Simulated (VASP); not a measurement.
Consider the following.

```
Au
1.0
    0.00000     1.98268     1.98268
    1.98268     0.00000     1.98268
    1.98268     1.98268     0.00000
Au
1
Direct
  0.00000   0.00000   0.00000
```

Calculation: PBE GGA, VASP's PBE PAW potentials (set 64) (plane waves; VASP). Run with 500 eV cut-off, 16×16×16 Γ-centred mesh, first-order Methfessel-Paxton smearing of 0.10 eV, potentials Au.

Unless said otherwise, spin-orbit coupling is left out, though it shifts the bands of the heavy elements here.

Q: Predict the energy per atom (σ→0), pressure, band gap (on the k-mesh) with the smallest direct gap where there is one.

A: 
- band gap (on the k-mesh) = none (metal, semimetal or under 0.01 eV)
- energy per atom (σ→0) = -292.5 kJ/mol-atom
- pressure = 29.95 GPa

The absolute energy has meaning only against runs of the same code, potentials and settings.

The compound is Au in the fcc structure. It was relaxed first under an external pressure of 30 GPa.
